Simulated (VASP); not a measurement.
Output of a VASP run:

### OUTCAR
```
 ion  position               nearest neighbor table
   1  0.000  0.000  0.000-   2 2.25   2 2.25   2 2.25   2 2.25   2 2.25   2 2.25
   2  0.500  0.500  0.500-   1 2.25   1 2.25   1 2.25   1 2.25   1 2.25   1 2.25
  LATTYP: Found a face centered cubic cell.
 ALAT       =     4.5038082690
 Subroutine PRICEL returns:
 Original cell was already a primitive cell.
 Subroutine GETGRP returns: Found 48 space group operations
The static configuration has the point symmetry O_h .
The dynamic configuration has the point symmetry O_h .
 Subroutine INISYM returns: Found 48 space group operations
 Subroutine IBZKPT returns following result:
 Found     47 irreducible k-points:

 Following reciprocal coordinates:
            Coordinates               Weight
  0.000000  0.000000  0.000000      1.000000
  0.100000  0.000000  0.000000      8.000000
  0.200000  0.000000  0.000000      8.000000
  0.300000  0.000000  0.000000      8.000000
  0.400000  0.000000  0.000000      8.000000
  0.500000  0.000000  0.000000      4.000000
  0.100000  0.100000  0.000000      6.000000
  0.200000  0.100000  0.000000     24.000000
  0.300000  0.100000  0.000000     24.000000
  0.400000  0.100000  0.000000     24.000000
  0.500000  0.100000  0.000000     24.000000
 -0.400000  0.100000  0.000000     24.000000
 -0.300000  0.100000  0.000000     24.000000
 -0.200000  0.100000  0.000000     24.000000
 -0.100000  0.100000  0.000000     12.000000
  0.200000  0.200000  0.000000      6.000000
  0.300000  0.200000  0.000000     24.000000
  0.400000  0.200000  0.000000     24.000000
  0.500000  0.200000  0.000000     24.000000
 -0.400000  0.200000  0.000000     24.000000
 -0.300000  0.200000  0.000000     24.000000
 -0.200000  0.200000  0.000000     12.000000
  0.300000  0.300000  0.000000      6.000000
  0.400000  0.300000  0.000000     24.000000
  0.500000  0.300000  0.000000     24.000000
 -0.400000  0.300000  0.000000     24.000000
 -0.300000  0.300000  0.000000     12.000000
  0.400000  0.400000  0.000000      6.000000
  0.500000  0.400000  0.000000     24.000000
 -0.400000  0.400000  0.000000     12.000000
  0.500000  0.500000  0.000000      3.000000
  0.300000  0.200000  0.100000     24.000000
  0.400000  0.200000  0.100000     48.000000
  0.500000  0.200000  0.100000     48.000000
 -0.400000  0.200000  0.100000     24.000000
  0.400000  0.300000  0.100000     24.000000
  0.500000  0.300000  0.100000     48.000000
 -0.400000  0.300000  0.100000     48.000000
 -0.300000  0.300000  0.100000     48.000000
 -0.200000  0.300000  0.100000     24.000000
   k-points           NKPTS =     47   k-points in BZ     NKDIM =     47   number of bands    NBANDS=     12
   number of dos      NEDOS =    301   number of ions     NIONS =      2
   total plane-waves  NPLWV =  21952
   dimension x,y,z NGX =    28 NGY =   28 NGZ =   28
   dimension x,y,z NGXF=    56 NGYF=   56 NGZF=   56
   ions per type =               1   1
   PREC   = accura    normal or accurate (medium, high low for compatibility)
   ISTART =      0    job   : 0-new  1-cont  2-samecut
   ICHARG =      2    charge: 1-file 2-atom 10-const
   ISPIN  =      1    spin polarized calculation?
   LNONCOLLINEAR =      F non collinear calculations
   LSORBIT =      F    spin-orbit coupling
   INIWAV =      1    electr: 0-lowe 1-rand  2-diag
   ENCUT  =  620.0 eV  45.57 Ry    6.75 a.u.   6.47  6.47  6.47*2*pi/ulx,y,z
   NELM   =    100;   NELMIN=  2; NELMDL= -5     # of ELM steps
   EDIFF  = 0.1E-05   stopping-criterion for ELM
   LREAL  =      F    real-space projection
   NLSPLINE    = F    spline interpolate recip. space projectors
   LMAXMIX     =    2 max onsite mixed and CHGCAR
   VOSKOWN=      0    Vosko Wilk Nusair interpolation
   EDIFFG = -.2E-01   stopping-criterion for IOM
   NSW    =     40    number of steps for IOM
   NBLOCK =      1;   KBLOCK =     40    inner block; outer block
   IBRION =      2    ionic relax: 0-MD 1-quasi-New 2-CG
...
```

File OSZICAR:
```
...
DAV:   6    -0.131107899871E+02    0.15633E+01   -0.71104E+00  1328   0.272E+01    0.323E+00
DAV:   7    -0.130740304669E+02    0.36760E-01   -0.55556E-01  1472   0.788E+00    0.164E+00
DAV:   8    -0.130601869894E+02    0.13843E-01   -0.66128E-02  1352   0.306E+00    0.376E-01
DAV:   9    -0.130581744822E+02    0.20125E-02   -0.18450E-02  1356   0.131E+00    0.126E-01
DAV:  10    -0.130583121749E+02   -0.13769E-03   -0.15820E-03  1304   0.451E-01    0.249E-02
DAV:  11    -0.130583447987E+02   -0.32624E-04   -0.13996E-04  1564   0.119E-01    0.208E-02
DAV:  12    -0.130583375786E+02    0.72201E-05   -0.27163E-05  1324   0.652E-02    0.250E-03
DAV:  13    -0.130583377535E+02   -0.17487E-06   -0.24688E-06  1224   0.161E-02
   1 F= -.66435599E+01 E0= -.66435599E+01  d E =-.664356E+01
       N       E                     dE             d eps       ncg     rms          rms(c)
DAV:   1    -0.145946052195E+02   -0.15363E+01   -0.70756E+01  1220   0.106E+02    0.112E+01
DAV:   2    -0.123329320819E+02    0.22617E+01   -0.56969E+00  1192   0.263E+01    0.439E+00
DAV:   3    -0.119222642318E+02    0.41067E+00   -0.12913E+00  1948   0.157E+01    0.117E+00
DAV:   4    -0.119201534467E+02    0.21108E-02   -0.19083E-01  1752   0.400E+00    0.484E-01
DAV:   5    -0.119339183993E+02   -0.13765E-01   -0.75082E-03  1844   0.880E-01    0.344E-01
DAV:   6    -0.119481379085E+02   -0.14220E-01   -0.30471E-02  1800   0.924E-01    0.637E-02
DAV:   7    -0.119479718218E+02    0.16609E-03   -0.58016E-04  1836   0.153E-01    0.776E-03
DAV:   8    -0.119479739635E+02   -0.21417E-05   -0.10526E-05  1288   0.322E-02    0.418E-03
DAV:   9    -0.119479740452E+02   -0.81775E-07   -0.46201E-07   748   0.971E-03
   2 F= -.64852778E+01 E0= -.64852778E+01  d E =0.158282E+00
       N       E                     dE             d eps       ncg     rms          rms(c)
DAV:   1    -0.137762743233E+02   -0.18283E+01   -0.30101E+01  1204   0.731E+01    0.677E+00
DAV:   2    -0.129730244886E+02    0.80325E+00   -0.30759E+00  1332   0.176E+01    0.302E+00
DAV:   3    -0.127720289083E+02    0.20100E+00   -0.49400E-01  1912   0.980E+00    0.944E-01
DAV:   4    -0.127617132234E+02    0.10316E-01   -0.15172E-01  1772   0.359E+00    0.463E-01
DAV:   5    -0.127612289031E+02    0.48432E-03   -0.16377E-03  1324   0.485E-01    0.489E-01
DAV:   6    -0.127732401299E+02   -0.12011E-01   -0.15096E-02  1804   0.104E+00    0.154E-01
DAV:   7    -0.127735914106E+02   -0.35128E-03   -0.54628E-04  1808   0.236E-01    0.762E-02
DAV:   8    -0.127735074709E+02    0.83940E-04   -0.57222E-05  1972   0.646E-02    0.273E-02
DAV:   9    -0.127734981303E+02    0.93406E-05   -0.85160E-06  1704   0.268E-02    0.104E-02
DAV:  10    -0.127734970705E+02    0.10599E-05   -0.88885E-07   668   0.121E-02    0.282E-03
DAV:  11    -0.127734967221E+02    0.34838E-06   -0.52193E-07   568   0.749E-03
   3 F= -.67067569E+01 E0= -.67067569E+01  d E =-.631970E-01
       N       E                     dE             d eps       ncg     rms          rms(c)
DAV:   1    -0.127637600191E+02    0.97371E-02   -0.76496E-03  1224   0.113E+00    0.113E-01
DAV:   2    -0.127635302968E+02    0.22972E-03   -0.73705E-04  1240   0.285E-01    0.454E-02
DAV:   3    -0.127634831367E+02    0.47160E-04   -0.11717E-04  1824   0.154E-01    0.141E-02
DAV:   4    -0.127634820900E+02    0.10467E-05   -0.32571E-05  1768   0.531E-02    0.618E-03
DAV:   5    -0.127634821782E+02   -0.88227E-07   -0.32456E-07   708   0.699E-03
   4 F= -.67068169E+01 E0= -.67068169E+01  d E =-.632570E-01
```

OUTCAR:
```
------------------------ aborting loop because EDIFF is reached ----------------------------------------
  FORCE on cell =-STRESS in cart. coord.  units (eV):
  Direction    XX          YY          ZZ          XY          YZ          ZX
  --------------------------------------------------------------------------------------
  Total        6.0456473      6.0456473      6.0456473     -0.0000000      0.0000000      0.0000000
  in kB      449.1813842    449.1813842    449.1813842     -0.0000000      0.0000000      0.0000000
  external PRESSURE =      -0.8186158 kB  Pullay stress =     450.0000000 kB
  volume of cell :       21.56
      direct lattice vectors                 reciprocal lattice vectors
     0.000000000  2.209194140  2.209194140    -0.226326872  0.226326872  0.226326872
     2.209194140  0.000000000  2.209194140     0.226326872 -0.226326872  0.226326872
     2.209194140  2.209194140  0.000000000     0.226326872  0.226326872 -0.226326872
  FREE ENERGIE OF THE ION-ELECTRON SYSTEM (eV)
  ---------------------------------------------------
  free  energy   TOTEN  =       -12.7634821782 eV

  energy  without entropy=      -12.7634821782  energy(sigma->0) =      -12.76348218
  enthalpy is  TOTEN    =        -6.7068168784 eV   P V=        6.0566652998

 reached required accuracy - stopping structural energy minimisation
```
(Selected blocks of OUTCAR.)

### POSCAR
```
CaO
1
    0.0000000000     2.2519041345     2.2519041345
    2.2519041345     0.0000000000     2.2519041345
    2.2519041345     2.2519041345     0.0000000000
Ca O
1 1
Direct
  0.0000000000   0.0000000000   0.0000000000
  0.5000000000   0.5000000000   0.5000000000
```

Problem. Reconstruct the remaining input files.

Solution. Several could match; the one computed here: the input of the run itself, PBEsol GGA, plane waves, VASP's PBE PAW potentials (set 64).

**INCAR**
```
SYSTEM = CaO
PREC = Accurate; ENCUT = 620; LREAL = F
LASPH = T
EDIFF = 1E-6; NELM = 100; ALGO = Normal
ISMEAR = 0; SIGMA = 0.05
GGA = PS
IBRION = 2; NSW = 40; ISIF = 3
EDIFFG = -0.02; PSTRESS = 450
LWAVE = F; LCHARG = F
```

File KPOINTS:
```
Automatic mesh
0
Gamma
10 10 10
0 0 0
```

POTCAR, in this order: Ca_sv O (PBE.64 set). Program: vasp_std.

Energy and stress use the plane-wave basis of the starting cell.

The structure was generated: CaO was put into the rock salt type (Fm-3m), which need not be its known phase. This run relaxes it under an external pressure of 45 GPa. Symmetry was kept, so distortions that lower it aren't found.
